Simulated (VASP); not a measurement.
Data:

```
PtSe2
1.0
    1.87731    -3.25160     0.00000
    1.87731     3.25160     0.00000
    0.00000     0.00000     5.11353
Pt Se
1 2
Direct
  0.00000   0.00000   0.00000
  0.33333   0.66667   0.25500
  0.66667   0.33333   0.74500
```

Level of theory: LDA (Ceperley-Alder, Perdew-Zunger), VASP's LDA PAW potentials (set 64) (plane waves; VASP). Run with 300 eV cut-off, 8×8×5 Γ-centred mesh, Fermi-Dirac smearing of 0.010 eV, potentials Pt Se.

At this cut-off the stress carries a Pulay error, which pulls relaxed volumes low.

Give the force on each atom (eV/Å).

```
atom     Fx     Fy      Fz
----  -----  -----  ------
Pt1   0.000  0.000   0.000
Se2   0.000  0.000  -0.331
Se3   0.000  0.000   0.331
```

Give the stress tensor in GPa (positive for a compressed cell).

```
-4.77   0.00   0.00
 0.00  -4.77   0.00
 0.00   0.00  -5.47
```
The pressure is its mean diagonal, -5.01 GPa.

The structure is a typed PtSe2 crystal (P-3m1). The cell was not relaxed at this level.
